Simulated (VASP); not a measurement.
These are rev-vdW-DF2, VASP's PBE PAW potentials (set 64) (plane waves; VASP) values and carry that method's errors. For the first row: Settings: 520 eV cut-off, 9×9×9 Γ-centred mesh, first-order Methfessel-Paxton smearing of 0.10 eV, potentials Si Ni.

```
system             energy (eV/atom)
-----------------  ----------------
Ni$_{3}$Si (L1_2)           -3.9304
Si (diamond)                -4.4119
Ni (fcc)                    -3.1551
```

The references are the elements' solids at the same level; no temperature or zero-point terms are added.

Problem. What is the formation energy per atom of Ni3Si?

Solution. The references average (1×(-4.4119) + 3×(-3.1551))/4 = -3.4693 eV, so the formation energy is -3.9304 − (-3.4693) = -0.461 eV/atom.
